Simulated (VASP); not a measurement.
```xyz
2
Lattice="0.0000 2.6355 2.6355 2.6355 0.0000 2.6355 2.6355 2.6355 0.0000" Properties=species:S:1:pos:R:3 pbc="T T T"
Mg     0.0000     0.0000     0.0000
S      2.6355     2.6355     2.6355
```

Level of theory: RPBE GGA, VASP's PBE PAW potentials (set 64) (plane waves; VASP). Settings: 520 eV cut-off, 8×8×8 Γ-centred mesh, Gaussian smearing of 0.050 eV, potentials Mg S.

Q: Predict the energy per atom (σ→0), band gap (on the k-mesh) with the smallest direct gap where there is one.

A: 
The band gap (on the k-mesh) comes out as 2.83 eV. The smallest direct gap (on the k-mesh) is 3.57 eV. The energy per atom (σ→0) is -3.988 eV/atom.

The absolute energy has meaning only against runs of the same code, potentials and settings.

The compound is MgS in the rock salt structure. It was relaxed first. The start is the result of an earlier pass.
